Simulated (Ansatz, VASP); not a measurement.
# CdIBr (1T-CdBrI monolayer): VASP beside Ansatz, part 2 of 2

Wanted: the spread between two codes on one cell, functional and k mesh. The structure shown is the start of the Ansatz relaxation below; VASP solves that cell, so the two are compared at the walk's first step.

VASP 6.6.1 and Ansatz 0.2.0.

So far: The starting structure; Ansatz: relaxation, LDA.

### Step 3. VASP: single point, LDA, start cell

Level of this step: LDA; plane waves and PAW (I, Cd, Br) (VASP).

The same cell, functional (in two slightly different forms), mesh and smearing now go to VASP, with its own data sets.

Lines of VASP's logs that name or quote its potential files are left out, and so is its time.

Contents of INCAR:

```
SYSTEM = CdIBr
PREC = Accurate
ENCUT = 400
EDIFF = 1E-06
NELM = 120
ISMEAR = -1
SIGMA = 0.05
LREAL = .FALSE.
ALGO = Normal
GGA = CA
NBANDS = 19
LORBIT = 11
LWAVE = .FALSE.
LCHARG = .FALSE.
ISIF = 2
LDIPOL = .TRUE.
IDIPOL = 3
DIPOL = 0.5 0.5 0.502
LVHAR = .TRUE.
LASPH = .TRUE.
GGA_COMPAT = .FALSE.
EFERMI = MIDGAP
NELMDL = -8
KPAR = 2
```

Contents of POSCAR:

```
CdIBr
1.0
    4.2000000000      0.0000000000      0.0000000000
   -2.1000000000      3.6373070000      0.0000000000
    0.0000000000      0.0000000000     35.5597560000
I Cd Br
1 1 1
Direct
    0.6666667125      0.3333334250      0.4682259350
    0.0000000000      0.0000000000      0.5063438568
    0.3333332875      0.6666665750      0.5317740650
```

Contents of KPOINTS:

```
Automatic mesh
0
Gamma
12 12 1
0 0 0
```

PAW data sets: I, Cd and Br (LDA family, release 64).

Launch:

```sh
> mpirun -np 2 vasp_std
```

Numbers of over 12 decimals in the logs are rounded to 6 here.

The program printed:

```text
[banner, memory and clock lines left out]
running    2 mpi-ranks, on    1 nodes
 distrk:  each k-point on    1 cores,    2 groups
 distr:  one band on    1 cores,    1 groups

 POSCAR found type information on POSCAR I CdBr
 POSCAR found :  3 types and       3 ions
 LDA part: xc-table for (Slater(with rela. corr.)+CA(PZ))
 , standard interpolation
 POSCAR, INCAR and KPOINTS ok, starting setup
 FFT: planning ... GRIDC
 FFT: planning ... GRID_SOFT
 FFT: planning ... GRID
 WAVECAR not read
 entering main loop
       N       E                     dE             d eps       ncg     rms          rms(c)
DAV:   1     0.229982278726E+03    0.22998E+03   -0.67493E+03   722   0.749E+02
DAV:   2     0.242159314210E+02   -0.20577E+03   -0.19789E+03  1043   0.184E+02
DAV:   3    -0.590324710979E+01   -0.30119E+02   -0.29738E+02   817   0.925E+01
DAV:   4    -0.687414885609E+01   -0.97090E+00   -0.97021E+00  1052   0.173E+01
DAV:   5    -0.688265624923E+01   -0.85074E-02   -0.85071E-02  1007   0.140E+00
DAV:   6    -0.688272556028E+01   -0.69311E-04   -0.69311E-04  1107   0.117E-01
DAV:   7    -0.688272618967E+01   -0.62939E-06   -0.62935E-06  1023   0.990E-03
DAV:   8    -0.688272619486E+01   -0.51914E-08   -0.51529E-08   813   0.913E-04    0.124E+01
DAV:   9    -0.650195137240E+01    0.38077E+00   -0.75622E-01   953   0.114E+01    0.914E+00
DAV:  10    -0.648725008213E+01    0.14701E-01   -0.77617E-01   932   0.642E+00    0.121E+00
DAV:  11    -0.645063091019E+01    0.36619E-01   -0.20483E-01   836   0.511E+00    0.995E-01
DAV:  12    -0.645094238465E+01   -0.31147E-03   -0.10238E-02   964   0.678E-01    0.657E-01
DAV:  13    -0.645107745223E+01   -0.13507E-03   -0.25031E-03   926   0.679E-01    0.378E-01
DAV:  14    -0.645066723025E+01    0.41022E-03   -0.13091E-03   902   0.297E-01    0.166E-01
[...]
DAV:  19    -0.645112946628E+01   -0.89764E-04   -0.24866E-05   939   0.202E-02    0.646E-03
DAV:  20    -0.645114399848E+01   -0.14532E-04   -0.16141E-06   875   0.584E-03    0.318E-03
DAV:  21    -0.645115548256E+01   -0.11484E-04   -0.88236E-07   798   0.587E-03    0.180E-03
DAV:  22    -0.645116228414E+01   -0.68016E-05   -0.50047E-07   820   0.313E-03    0.315E-03
DAV:  23    -0.645116619551E+01   -0.39114E-05   -0.22389E-07   797   0.460E-03    0.379E-04
DAV:  24    -0.645116770093E+01   -0.15054E-05   -0.53025E-08   787   0.122E-03    0.445E-04
DAV:  25    -0.645116875086E+01   -0.10499E-05   -0.26019E-08   763   0.141E-03    0.817E-04
DAV:  26    -0.645116915360E+01   -0.40274E-06   -0.53429E-09   810   0.724E-04
   1 F= -.64511692E+01 E0= -.64511692E+01  d E =-.282194E-11
```

OUTCAR, selected parts (step 3):

```text
ion  position               nearest neighbor table
   1  0.667  0.333  0.468-   2 2.78   2 2.78   2 2.78
   2  0.000  0.000  0.506-   3 2.59   3 2.59   3 2.59   1 2.78   1 2.78   1 2.78
   3  0.333  0.667  0.532-   2 2.59   2 2.59   2 2.59

  LATTYP: Found a hexagonal cell.
 ALAT       =     4.2000000000
 C/A-ratio  =     8.4666085714

 Subroutine GETGRP returns: Found  6 space group operations
 (whereof  6 operations were pure point group operations)

The static configuration has the point symmetry C_3v.

 Found     19 irreducible k-points:

   k-points           NKPTS =     19   k-points in BZ     NKDIM =     19   number of bands    NBANDS=     19

   dimension x,y,z NGX =    28 NGY =   28 NGZ =  240
   dimension x,y,z NGXF=    56 NGYF=   56 NGZF=  480

   ENCUT  =  400.0 eV  29.40 Ry    5.42 a.u.   6.85  6.85 57.99*2*pi/ulx,y,z

   NELECT =      26.0000    total number of electrons

 k-points in reciprocal lattice and weights: Automatic mesh
   0.00000000  0.00000000  0.00000000       0.007
   0.08333333 -0.00000000  0.00000000       0.042
   0.16666667 -0.00000000  0.00000000       0.042
   0.25000000 -0.00000000  0.00000000       0.042
   0.33333333 -0.00000000  0.00000000       0.042
   0.41666667 -0.00000000  0.00000000       0.042
   0.50000000 -0.00000000  0.00000000       0.021
   0.08333333  0.08333333  0.00000000       0.042
   0.16666667  0.08333333  0.00000000       0.083
[...]
0.33333333  0.25000000  0.00000000       0.083
   0.33333333  0.33333333  0.00000000       0.014

 dipolmoment           0.000000      0.000000     -0.025875 electrons x Angstroem

 average (electrostatic) potential at core
       1-100.3144       2 -46.6457       3 -76.0680

 E-fermi :  -3.7632

 k-point     1 :       0.0000    0.0000    0.0000
  band No.  band energies     occupation
    ...
      9      -6.8572      2.00000
     10      -6.8572      2.00000
     11      -6.0546      2.00000
     12      -5.4687      2.00000
     13      -5.4687      2.00000
     14      -2.5031      0.00000
     15      -0.5426      0.00000
     16       0.7322      0.00000
     17       0.8215      0.00000
     18       0.8215      0.00000
    ...

 k-point     2 :       0.0833   -0.0000    0.0000
  band No.  band energies     occupation
    ...
      9      -7.1829      2.00000
     10      -7.0142      2.00000
     11      -6.0237      2.00000
     12      -5.5031      2.00000
     13      -5.4006      2.00000
     14      -2.2395      0.00000
     15      -0.3923      0.00000
     16       0.5013      0.00000
     17       0.8463      0.00000
     18       0.9956      0.00000
    ...

 k-point     3 :       0.1667   -0.0000    0.0000
  band No.  band energies     occupation
    ...
      9      -7.7081      2.00000
     10      -7.3765      2.00000
     11      -6.1224      2.00000
     12      -5.5140      2.00000
     13      -5.2770      2.00000
     14      -1.7418      0.00000
     15      -0.3528      0.00000
     16       0.6933      0.00000
     17       0.9900      0.00000
     18       1.4886      0.00000
    ...

  Total        6.4430125      6.4430135      5.9354122      0.0000000      0.0000000     -0.0000000
  in kB       19.0025346     19.0025378     17.5054568      0.0000000      0.0000000     -0.0000000
  external PRESSURE =      18.5035098 kB  Pullay stress =       0.0000000 kB

  energy-cutoff  :      400.00
  volume of cell :      543.24
      direct lattice vectors                 reciprocal lattice vectors
     4.200000000  0.000000000  0.000000000     0.238095238  0.137464338  0.000000000
    -2.100000000  3.637307000  0.000000000     0.000000000  0.274928677  0.000000000
     0.000000000  0.000000000 35.559756000     0.000000000  0.000000000  0.028121678

 POSITION                                       TOTAL-FORCE (eV/Angst)
 -----------------------------------------------------------------------------------
      2.10000      1.21244     16.65000        -0.000000      0.000000     -2.596498
      0.00000      0.00000     18.00546         0.000000     -0.000000     -0.238988
     -0.00000      2.42487     18.90976        -0.000000      0.000000      2.835486
 -----------------------------------------------------------------------------------
    total drift:                               -0.000001      0.000034     -0.000614

  FREE ENERGIE OF THE ION-ELECTRON SYSTEM (eV)
  ---------------------------------------------------
  free  energy   TOTEN  =        -6.4511691536 eV

  energy  without entropy=       -6.4511691536  energy(sigma->0) =       -6.45116915

 vacuum level on the upper side and lower side of the slab         1.230         1.536

 total charge
# of ion       s       p       d       tot
------------------------------------------
    1        1.522   2.845   0.028   4.394
    2        0.424   0.361   9.598  10.383
    3        1.625   3.284   0.032   4.941
--------------------------------------------------
tot          3.570   6.490   9.658  19.719

[... 3 further parts left out ...]
```

### Step 4. Comparison

Known differences besides the potentials themselves: the two LDA forms differ slightly; Ansatz cuts the interaction across the vacuum, VASP repeats the sheet with a dipole correction; the data sets hold 44 valence electrons in Ansatz (on its default PAW (the set named soft_2) files) and 26 in VASP; the cutoff is 420 eV in Ansatz and 400 eV in VASP; VASP's log shows a relativistic correction to its local exchange, Ansatz's none. Total energies have different zeros and are not compared.

Forces (eV/Å; atoms numbered as in POSCAR):

| atom | Ansatz x, y, z | VASP x, y, z |
| --- | --- | --- |
| I1 | 0.000, 0.000, -2.527 | 0.000, 0.000, -2.596 |
| Cd2 | 0.000, 0.000, -0.229 | 0.000, 0.000, -0.239 |
| Br3 | 0.000, 0.000, 2.755 | 0.000, 0.000, 2.835 |

The forces differ by 35 meV/Å r.m.s., which is 2.8 % of the r.m.s. force of 1.284 eV/Å (both taken over all components). With vacuum in the cell, a pressure given here is an average over mostly empty space and none of the material.

### Step 5. What came out

- r.m.s. force difference (single point, LDA, start cell): 2.8 % of the r.m.s. force

In words: The r.m.s. force difference is 2.8 % of the r.m.s. force (single point, LDA, start cell), within the 3 % picked in this series as the mark of a large difference. The data sets hold unlike numbers of valence electrons (44 in Ansatz and 26 in VASP), so part of the differences comes from the potentials. Such differences can come from data sets, numerical settings and the points named under the comparisons, not from the functional's error against experiment.

[Lines on the potential files, build, host, timing and source positions are cut from VASP's logs without a mark.]

[Logs are printed without paths, hosts, clocks, repeated set-up lines and the standing remarks that a program may print on its own settings, such as how far it seeks lower states.]

[Hosts, paths, dates, database ids (printed as entryN), source tags and the programs' standing remarks are cut or masked in the printed files.]
